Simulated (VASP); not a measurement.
Computed with PBEsol GGA, VASP's PBE PAW potentials (set 64) (plane waves; VASP).

A VASP calculation is set up with these files.

**INCAR**
```
ALGO=Normal
EDIFF=1E-6
ENCUT=300
GGA=PS
ISIF=2
ISMEAR=0
LASPH=T
LCHARG=F
LMAXMIX=4
LREAL=F
LWAVE=F
NELM=100
PREC=Accurate
SIGMA=0.01
SYSTEM=Bi2TeSe2
```

KPOINTS:
```
Automatic mesh
0
gamma
  4 4 4
0 0 0
```

POSCAR:
```
Bi2TeSe2
1
    2.0957640000     1.2099900000    10.3541510000
   -2.0957640000     1.2099900000    10.3541510000
    0.0000000000    -2.4199810000    10.3541510000
Bi Te Se
2 1 2
Direct
  0.4006230000   0.4006230000   0.4006230000
  0.5993770000   0.5993770000   0.5993770000
  0.0000000000   0.0000000000   0.0000000000
  0.7818070000   0.7818070000   0.7818070000
  0.2181930000   0.2181930000   0.2181930000
```

POTCAR, in this order: Bi_d Te Se (PBE.64 set). Program: vasp_std.

Output

### OSZICAR
```
       N       E                     dE             d eps       ncg     rms          rms(c)
DAV:   1     0.369982435461E+03    0.36998E+03   -0.17094E+04   744   0.114E+03
DAV:   2     0.160876739221E+02   -0.35389E+03   -0.34628E+03   828   0.349E+02
DAV:   3    -0.206078745303E+02   -0.36696E+02   -0.35398E+02   928   0.130E+02
DAV:   4    -0.218788420299E+02   -0.12710E+01   -0.12649E+01   892   0.259E+01
DAV:   5    -0.219197934198E+02   -0.40951E-01   -0.40924E-01  1036   0.411E+00    0.547E+00
DAV:   6    -0.212798754119E+02    0.63992E+00   -0.14567E+00   904   0.772E+00    0.369E+00
DAV:   7    -0.212748347374E+02    0.50407E-02   -0.41706E-01   860   0.270E+00    0.183E+00
DAV:   8    -0.212755783115E+02   -0.74357E-03   -0.57922E-02  1036   0.122E+00    0.510E-01
DAV:   9    -0.212741106164E+02    0.14677E-02   -0.85998E-03   908   0.531E-01    0.238E-01
DAV:  10    -0.212741636471E+02   -0.53031E-04   -0.19060E-03   992   0.197E-01    0.773E-02
DAV:  11    -0.212742129398E+02   -0.49293E-04   -0.16934E-04   860   0.692E-02    0.268E-02
DAV:  12    -0.212742166707E+02   -0.37309E-05   -0.16008E-05   876   0.223E-02    0.208E-02
DAV:  13    -0.212742180347E+02   -0.13640E-05   -0.36546E-06   688   0.147E-02    0.563E-03
DAV:  14    -0.212742178181E+02    0.21664E-06   -0.90072E-07   516   0.684E-03
   1 F= -.21274218E+02 E0= -.21274218E+02  d E =-.459680E-49
```

OUTCAR:
```
------------------------ aborting loop because EDIFF is reached ----------------------------------------
  FORCE on cell =-STRESS in cart. coord.  units (eV):
  Direction    XX          YY          ZZ          XY          YZ          ZX
  --------------------------------------------------------------------------------------
  Total        0.4530286      0.4530289      0.3503996      0.0000000     -0.0000000      0.0000000
  in kB        4.6072963      4.6072995      3.5635612      0.0000000     -0.0000001      0.0000000
  external PRESSURE =       4.2593857 kB  Pullay stress =       0.0000000 kB
  volume of cell :      157.54
      direct lattice vectors                 reciprocal lattice vectors
     2.095764000  1.209990000 10.354151000     0.238576481  0.137742147  0.032193212
    -2.095764000  1.209990000 10.354151000    -0.238576481  0.137742147  0.032193212
     0.000000000 -2.419981000 10.354151000     0.000000000 -0.275484295  0.032193199
 POSITION                                       TOTAL-FORCE (eV/Angst)
 -----------------------------------------------------------------------------------
      0.00000     -0.00000     12.44433         0.000000      0.000000     -0.147325
      0.00000     -0.00000     18.61812         0.000000     -0.000000      0.147325
      0.00000      0.00000      0.00000         0.000000     -0.000000      0.000000
      0.00000     -0.00000     24.28484         0.000000     -0.000000      0.260895
      0.00000     -0.00000      6.77761         0.000000      0.000000     -0.260895
 -----------------------------------------------------------------------------------
    total drift:                                0.000000     -0.000000      0.000000
  FREE ENERGIE OF THE ION-ELECTRON SYSTEM (eV)
  ---------------------------------------------------
  free  energy   TOTEN  =       -21.2742178181 eV

  energy  without entropy=      -21.2742178181  energy(sigma->0) =      -21.27421782
```
(Selected blocks of OUTCAR.)

File OUTCAR:
```
 val. band max:        4.3104458281   @ k =   0.5000   0.2500   0.2500

 cond. band min:       5.3005273966   @ k =   0.0000   0.0000   0.0000


 Fermi energy:         4.4134308929

 k-point     1 :       0.0000    0.0000    0.0000
  band No.  band energies     occupation
      1     -18.2706      2.00000
      2     -18.2706      2.00000
      3     -18.2688      2.00000
      4     -18.2688      2.00000
      5     -18.2643      2.00000
      6     -18.2627      2.00000
      7     -18.2517      2.00000
      8     -18.2517      2.00000
      9     -18.2507      2.00000
     10     -18.2507      2.00000
     11      -9.3986      2.00000
     12      -9.0861      2.00000
     13      -7.0649      2.00000
     14      -4.9177      2.00000
     15      -3.3962      2.00000
     16       2.5989      2.00000
     17       2.8505      2.00000
     18       2.8601      2.00000
     19       2.8601      2.00000
     20       2.8781      2.00000
     21       2.8781      2.00000
     22       4.0479      2.00000
     23       4.0479      2.00000
     24       4.2889      2.00000
     25       5.3005      0.00000
     26       6.0983      0.00000
     27       6.0983      0.00000
     28       6.9178      0.00000

 k-point     2 :       0.2500   -0.0000   -0.0000
  band No.  band energies     occupation
      1     -18.2809      2.00000
      2     -18.2785      2.00000
      3     -18.2648      2.00000
      4     -18.2628      2.00000
      5     -18.2596      2.00000
      6     -18.2576      2.00000
      7     -18.2530      2.00000
      8     -18.2512      2.00000
      9     -18.2472      2.00000
     10     -18.2463      2.00000
     11      -8.8583      2.00000
     12      -8.6066      2.00000
     13      -6.7454      2.00000
     14      -5.2629      2.00000
     15      -4.1683      2.00000
     16       0.6220      2.00000
     17       1.2533      2.00000
     18       1.8138      2.00000
     19       1.9748      2.00000
     20       2.2783      2.00000
...
```

At this cut-off the stress carries a Pulay error, which pulls relaxed volumes low. Unless said otherwise, spin-orbit coupling is left out, though it shifts the bands of the heavy elements here.

The structure comes from a computed database's Bi2TeSe2 entry (R-3m); how it stands against other phases isn't given here. The cell was not relaxed at this level, and its volume differs by -5.9 % from the start's. The k-mesh is coarse (spacing up to 0.44 per Å, 2π included), so the numbers may not be converged in it.
